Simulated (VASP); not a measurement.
Input:

```yaml
crystal:
  lattice:
    - [3.56155, 0.00000, 0.00000]
    - [0.00000, 3.56155, 0.00000]
    - [0.00000, 0.00000, 3.56155]
  atoms:
    - { symbol: Sc, position: [0.00000, 0.00000, 0.00000] }
    - { symbol: Te, position: [0.50000, 0.50000, 0.50000] }
```

Level of theory: PBE GGA, VASP's PBE PAW potentials (set 64) (plane waves; VASP). Numerical set-up: 400 eV cut-off, 7×7×7 Γ-centred mesh, Gaussian smearing of 0.050 eV, potentials Sc_sv Te.

Unless said otherwise, spin-orbit coupling is left out, though it shifts the bands of the heavy elements here.

Estimate the energy per atom (σ→0), pressure, band gap (on the k-mesh) with the smallest direct gap where there is one.

The band gap (on the k-mesh) comes out as none (metal, semimetal or under 0.01 eV), the energy per atom (σ→0) is -5.582 eV/atom and the pressure is 4.14 GPa.

The structure was generated: ScTe was put into the CsCl type (Pm-3m), which need not be its known phase. The cell was not relaxed at this level. The electron count is odd and the run is not spin-polarised, which forces a metal.
